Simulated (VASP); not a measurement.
Output of a VASP run:

OSZICAR:
```
       N       E                     dE             d eps       ncg     rms          rms(c)
DAV:   1    -0.179766446794E+03   -0.17977E+03   -0.18848E-05  1298   0.193E-02    0.561E-03
DAV:   2    -0.179766445386E+03    0.14074E-05   -0.66922E-06  1236   0.117E-02    0.289E-03
DAV:   3    -0.179766445034E+03    0.35261E-06   -0.15491E-06   847   0.671E-03    0.147E-03
DAV:   4    -0.179766444965E+03    0.68745E-07   -0.59265E-07   775   0.426E-03
   1 F= -.17976644E+03 E0= -.17976644E+03  d E =-.333206E-15
```

**OUTCAR**
```
------------------------ aborting loop because EDIFF is reached ----------------------------------------
  FORCE on cell =-STRESS in cart. coord.  units (eV):
  Direction    XX          YY          ZZ          XY          YZ          ZX
  --------------------------------------------------------------------------------------
  Total        0.9681301      1.3865668     -1.6884956      0.0000000      0.0000000      0.0000000
  in kB        2.3698040      3.3940597     -4.1331257      0.0000000      0.0000000      0.0000000
  external PRESSURE =       0.5435794 kB  Pullay stress =       0.0000000 kB
  volume of cell :      654.53
      direct lattice vectors                 reciprocal lattice vectors
     4.983714164  0.000000000  0.000000000     0.200653562  0.000000000  0.000000000
     0.000000000  5.392359484  0.000000000     0.000000000  0.185447577  0.000000000
     0.000000000  0.000000000 24.355661550     0.000000000  0.000000000  0.041058215
 POSITION                                       TOTAL-FORCE (eV/Angst)
 -----------------------------------------------------------------------------------
      0.08831      4.77797     15.88204        -0.008521     -0.013830     -0.009575
      2.58016      3.31057     15.88204        -0.008521      0.013830     -0.009575
      4.96746      2.23381     14.56519        -0.011299      0.001974     -0.011670
      2.47560      0.46237     14.56519        -0.011299     -0.001974     -0.011670
      4.97641      4.93564     12.94303         0.009001      0.009460     -0.006809
      2.48455      3.15290     12.94303         0.009001     -0.009460     -0.006809
      4.97641      2.23946     11.41263         0.009001      0.009460      0.006809
      2.48455      0.45672     11.41263         0.009001     -0.009460      0.006809
      4.96746      4.92999      9.79047        -0.011299      0.001974      0.011670
      2.47560      3.15855      9.79047        -0.011299     -0.001974      0.011670
      0.08831      2.08179      8.47362        -0.008521     -0.013830      0.009575
      2.58016      0.61439      8.47362        -0.008521      0.013830      0.009575
      1.86189      4.95271     16.06914         0.009331     -0.011951     -0.011406
      4.35374      3.13583     16.06914         0.009331      0.011951     -0.011406
      1.88484      2.24970     14.52076         0.011265     -0.021851     -0.006761
      4.37670      0.44648     14.52076         0.011265      0.021851     -0.006761
      1.89986      4.95455     12.96399        -0.009777      0.002622      0.006659
      4.39172      3.13399     12.96399        -0.009777     -0.002622      0.006659
      1.89986      2.25837     11.39167        -0.009777      0.002622     -0.006659
      4.39172      0.43781     11.39167        -0.009777     -0.002622     -0.006659
      1.88484      4.94588      9.83490         0.011265     -0.021851      0.006761
      4.37670      3.14266      9.83490         0.011265      0.021851      0.006761
      1.86189      2.25653      8.28652         0.009331     -0.011951      0.011406
      4.35374      0.43965      8.28652         0.009331      0.011951      0.011406
 -----------------------------------------------------------------------------------
    total drift:                               -0.072420      0.000000      0.000016
  FREE ENERGIE OF THE ION-ELECTRON SYSTEM (eV)
  ---------------------------------------------------
  free  energy   TOTEN  =      -179.7664449650 eV

  energy  without entropy=     -179.7664449650  energy(sigma->0) =     -179.76644497

 total charge

# of ion       s       p       d       tot
------------------------------------------
    1        0.401   0.441   0.000   0.842
    2        0.401   0.441   0.000   0.842
    3        0.369   0.443   0.000   0.812
    4        0.369   0.443   0.000   0.812
    5        0.368   0.439   0.000   0.807
    6        0.368   0.439   0.000   0.807
    7        0.368   0.439   0.000   0.807
    8        0.368   0.439   0.000   0.807
    9        0.369   0.443   0.000   0.812
   10        0.369   0.443   0.000   0.812
   11        0.401   0.441   0.000   0.842
   12        0.401   0.441   0.000   0.842
   13        1.238   2.549   0.000   3.788
   14        1.238   2.549   0.000   3.788
   15        1.227   2.609   0.000   3.836
   16        1.227   2.609   0.000   3.836
   17        1.223   2.602   0.000   3.825
   18        1.223   2.602   0.000   3.825
   19        1.223   2.602   0.000   3.825
   20        1.223   2.602   0.000   3.825
...
```
(Selected blocks of OUTCAR.)

### POSCAR
```
AlN(110) slab
1
    4.9837141637     0.0000000000     0.0000000000
    0.0000000000     5.3923594841     0.0000000000
    0.0000000000     0.0000000000    24.3556615504
Al N
12 12
Direct
  0.0177191394   0.8860631296   0.6520881144
  0.5177191394   0.6139368704   0.6520881144
  0.9967381037   0.4142538765   0.5980208916
  0.4967381037   0.0857461235   0.5980208916
  0.9985335939   0.9153030998   0.5314175780
  0.4985335939   0.5846969002   0.5314175780
  0.9985335939   0.4153030998   0.4685824220
  0.4985335939   0.0846969002   0.4685824220
  0.9967381037   0.9142538765   0.4019791084
  0.4967381037   0.5857461235   0.4019791084
  0.0177191394   0.3860631296   0.3479118856
  0.5177191394   0.1139368704   0.3479118856
  0.3735941079   0.9184684678   0.6597702665
  0.8735941079   0.5815315322   0.6597702665
  0.3782006622   0.4172018329   0.5961966646
  0.8782006622   0.0827981671   0.5961966646
  0.3812143928   0.9188084248   0.5322782670
  0.8812143928   0.5811915752   0.5322782670
  0.3812143928   0.4188084248   0.4677217330
  0.8812143928   0.0811915752   0.4677217330
  0.3782006622   0.9172018329   0.4038033354
  0.8782006622   0.5827981671   0.4038033354
  0.3735941079   0.4184684678   0.3402297335
  0.8735941079   0.0815315322   0.3402297335
```

Problem. Reconstruct the remaining input files.

Solution. One answer among several that fit: the input of the run itself, PBEsol GGA, plane waves, VASP's PBE PAW potentials (set 64).

KPOINTS:
```
Automatic mesh
0
Gamma
4 4 1
0 0 0
```

INCAR:
```
# general
SYSTEM  =  AlN(110) slab
PREC    =  Normal
ENCUT   =  450
LREAL   =  Auto   # projection in real space or not
LASPH   =  T   # aspherical one-centre terms

# electronic loop
EDIFF   =  1E-6   # SCF stop (eV)
NELM    =  100
NELMIN  =  4
ALGO    =  Normal   # blocked Davidson

# smearing
ISMEAR  =  0   # Gaussian
SIGMA   =  0.05   # width (eV)

# functional
GGA     =  PS

# output
LWAVE   =  F
LCHARG  =  F
LORBIT  =  11
LVHAR   =  T

# other
LDIPOL  =  T
IDIPOL  =  3
DIPOL   =  0.5 0.5 0.5
```

POTCAR, in this order: Al N (PBE.64 set). Program: vasp_std. Read from the step before: WAVECAR.

At this cut-off the stress carries a Pulay error, which pulls relaxed volumes low.

The cell is a thin slab with vacuum, built from AlN (wurtzite): (110) face.
